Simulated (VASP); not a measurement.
```xyz
2
Lattice="0.0000 2.2664 2.2664 2.2664 0.0000 2.2664 2.2664 2.2664 0.0000" Properties=species:S:1:pos:R:3 pbc="T T T"
Na     0.0000     0.0000     0.0000
F      2.2664     2.2664     2.2664
```

Level of theory: MS2 meta-GGA, VASP's PBE PAW potentials (set 64) (plane waves; VASP). Settings: 520 eV cut-off, 10×10×10 Γ-centred mesh, Gaussian smearing of 0.050 eV, potentials Na_pv F.

Predict the energy per atom (σ→0), pressure, band gap (on the k-mesh) with the smallest direct gap where there is one.

| Quantity | Result |
|---|---|
| band gap (on the k-mesh) | 7.01 eV |
| smallest direct gap (on the k-mesh) | 7.01 eV |
| energy per atom (σ→0) | -7.155 eV/atom |
| pressure | 26.6 kbar |

The absolute energy has meaning only against runs of the same code, potentials and settings.

The compound is NaF in the rock salt structure. This cell is one point of a volume scan, at 0.97 of the reference volume.
